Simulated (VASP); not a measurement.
An input for Quantum ESPRESSO's pw.x (written as the equivalent of a VASP run, and not itself run):

```
&CONTROL
  calculation = 'vc-relax'
  pseudo_dir = './pseudo'
  outdir = './out'
  tprnfor = .true.
  tstress = .true.
  nstep = 40
  forc_conv_thr = 0.00078
/
&SYSTEM
  ibrav = 0
  nat = 6
  ntyp = 2
  ecutwfc = 84
  occupations = 'smearing'
  smearing = 'gaussian'
  degauss = 0.003675
  input_dft = 'pbesol'
/
&ELECTRONS
  conv_thr = 7.3e-08
  electron_maxstep = 100
/
&IONS
/
&CELL
  press = 50
/
ATOMIC_SPECIES
  Si 28.085 Si.upf
  O 15.999 O.upf
CELL_PARAMETERS angstrom
     4.1657857    0.0000000    0.0000000
     0.0000000    4.1657857    0.0000000
     0.0000000    0.0000000    2.6712294
ATOMIC_POSITIONS crystal
  Si   0.0000000  0.0000000  0.0000000
  Si   0.5000000  0.5000000  0.5000000
  O    0.3051465  0.3051465  0.0000000
  O    0.8051465  0.1948535  0.5000000
  O    0.1948535  0.8051465  0.5000000
  O    0.6948535  0.6948535  0.0000000
K_POINTS automatic
  5 5 8 0 0 0
```

### Question
Write the VASP files for the same calculation (PBEsol).

### Answer
This is not unique; one that fits is 
### INCAR
```
NSW = 40   ! most ionic steps
LREAL = .FALSE.
EDIFF = 1E-6
LCHARG = .FALSE.
LWAVE = .FALSE.
IBRION = 2
SYSTEM = SiO2
ISMEAR = 0   ! Gaussian
EDIFFG = -0.02
ISIF = 3   ! ions, shape and volume
LASPH = .TRUE.
PSTRESS = 50   ! kbar
PREC = Accurate
SIGMA = 0.05   ! width (eV)
NELM = 100
GGA = PS   ! PBEsol
ALGO = Normal   ! blocked Davidson
ENCUT = 620   ! plane-wave cut-off (eV)
```

File KPOINTS:
```
Automatic mesh
0
Gamma
5 5 8
0 0 0
```

File POSCAR:
```
SiO2
1
    4.1657856814     0.0000000000     0.0000000000
    0.0000000000     4.1657856814     0.0000000000
    0.0000000000     0.0000000000     2.6712294383
Si O
2 4
Direct
  0.0000000000   0.0000000000   0.0000000000
  0.5000000000   0.5000000000   0.5000000000
  0.3051465272   0.3051465272   0.0000000000
  0.8051465272   0.1948534728   0.5000000000
  0.1948534728   0.8051465272   0.5000000000
  0.6948534728   0.6948534728   0.0000000000
```

POTCAR, in this order: Si O (PBE.64 set). Program: vasp_std.

The two are equivalent in intent, not identical: the potentials are each code's own (VASP's PAW set, PseudoDojo norm-conserving files in pw.x), so ENCUT and ecutwfc are chosen apart and not converted; conv_thr bounds pw.x's estimated SCF error, while EDIFF bounds the energy change between steps; forc_conv_thr acts on force components and is met together with etot_conv_thr.

The compound is SiO2 in the rutile structure, stishovite, a high-pressure form. This run relaxes it under an external pressure of 5 GPa. Symmetry was kept, so distortions that lower it aren't found.
